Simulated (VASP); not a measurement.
VASP runs on Zn (hcp) share one base input (PBE GGA, plane waves, VASP's PBE PAW potentials (set 64)) and change the settings named in each case.

**INCAR**
```
SYSTEM = Zn
PREC = Accurate
ENCUT = 400
EDIFF = 1E-6
NELM = 100
ALGO = Normal
LREAL = .FALSE.
LASPH = .TRUE.
ISMEAR = 1
SIGMA = 0.1
GGA = PE
LMAXMIX = 4
LWAVE = .FALSE.
LCHARG = .FALSE.
ISIF = 2
```

**POSCAR**
```
Zn
2.660
  0.5000000000  -0.8660255639   0.0000000000
  0.5000000000   0.8660255639   0.0000000000
  0.0000000000   0.0000000000   1.8609022556
Zn
2
Cart
  0.5000000000   0.2886757653   0.4652255639
  0.5000000000  -0.2886757653   1.3956766917
```

**KPOINTS**
```
K-points
0
gamma
 14 14 7
```

POTCAR, in this order: Zn (PBE.64 set). Program: vasp_std.

```
change                                                                          E(σ→0) (eV/atom)  pressure (GPa)  −TS (eV)
------------------------------------------------------------------------------  ----------------  --------------  --------
base run                                                                                 -1.1018           -0.35   -0.0006
IVDW = 13                                                                                -1.4229           -3.60   -0.0006
GGA = AM                                                                                 -1.3531           -5.49   -0.0005
GGA = 91                                                                                 -1.1015           -0.23   -0.0007
AGGAC = 0.0, GGA = BO, LUSE_VDW = .TRUE., PARAM1 = 0.1833333333, PARAM2 = 0.22            2.1000           -0.20   -0.0009
GGA = RP                                                                                 -0.7291            2.81   -0.0004
GGA removed, LMIXTAU = .TRUE., METAGGA = TPSS                                            -9.0125           -8.18   -0.0005
```
 Energies of different potentials or functionals have different zeros.

Left out are runs that ran out of time, are held back, or changed the cell or the kind of run, fixed moments of cells without a moment, rows past the twelfth, gaps on odd meshes, pressures of charged cells and columns that move by less than the noise.

The compound is Zn in the hcp structure. The cell was not relaxed at this level.
